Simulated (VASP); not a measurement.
Ge: stress against strain

Ge (diamond, Fd-3m, 22.725 Å³/atom and stress up to 0.25 GPa in the relaxed cell, cube axes along x, y and z) under a strain ε along a cube axis (axis z), the other axes held. r2SCAN in VASP (plane waves, PAW), 480 eV, 10×10×10 Γ-centred mesh, Gaussian smearing 0.05 eV; ions are relaxed, or left where forces stay under 0.02 eV/Å, within the symmetry of each cell. Stress is positive for a compressed cell.

Here s stands for strain and y for stress zz.

| strain (%) | stress zz (GPa) |
|---|---|
| -3.00 | ? |
| -1.50 | 2.23 |
| -1.00 | 1.55 |
| -0.50 | 0.90 |
| 0.00 | 0.25 |
| 0.50 | -0.39 |
| 1.00 | -1.01 |
| 1.50 | -1.62 |

Fit y of the 7 rows that show it with a straight line. Means: s 0, y 0.273. About the means, the sum of products is -8.9800 and the sum of squares of s is 7.0000; the slope is their ratio. Least squares gives y = 0.273 - 1.2829·s. Residuals (row less fit): 0.033, -0.006, -0.014, -0.023, -0.022, 0.000, 0.031; standard error 0.026 (degrees of freedom: 5). The slope gives the elastic constant C11 = 128.3 ± 1.0 GPa (± standard error of the fit, which holds the terms cut off).

### Question
What does the fit predict for y at s = -3.00, and how far is the calculated value from it?

### Answer
y = 0.273 - 1.2829 × (-3.0) = 4.122 GPa. The calculation gives 4.25 GPa, 0.128 GPa above the prediction (2.2 % of the range of y in the table). The row lies outside the fitted rows, so this is an extrapolation. From the scatter of the fitted rows alone, a prediction at this place has a standard error of 0.040 GPa, so the miss is 3.2 times that.

A polynomial of degree 2 through the 12 other runs of the series gives 4.36 there. Rows are the converged runs of the series near zero and its far end, less any whose ions stayed unrelaxed beside relaxed ones; series whose fitted rows scatter by over a few per cent of the range, as at a crossing or softening among them, aren't shown in this form. Most that stay on the fit to the last digits aren't either.
